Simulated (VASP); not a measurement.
Here is the system:

```
CELL_PARAMETERS angstrom
     -2.65073     2.65073     2.65073
      2.65073    -2.65073     2.65073
      2.65073     2.65073    -2.65073
ATOMIC_POSITIONS crystal
  K  0.00000 0.00000 0.00000
```

Method: r2SCAN+rVV10, VASP's PBE PAW potentials (set 64) (plane waves; VASP). Numerical set-up: 400 eV cut-off, 11×11×11 Γ-centred mesh, tetrahedra with Blöchl corrections, potentials K_sv.

### Question
Give the energies of bands 5 to 7 at the high-symmetry points, in eV from the Fermi level.

### Answer

```
band      Γ     H     N     P
----  -----  ----  ----  ----
5     -2.32  1.76  0.54  1.50
6      4.73  1.76  0.60  1.50
7      4.73  3.70  3.46  1.50
```

It has no gap at this level: it comes out as a metal or semimetal.

The structure comes from a measured K entry (Im-3m) of the Crystallography Open Database, whose conditions weren't checked. It was relaxed first.
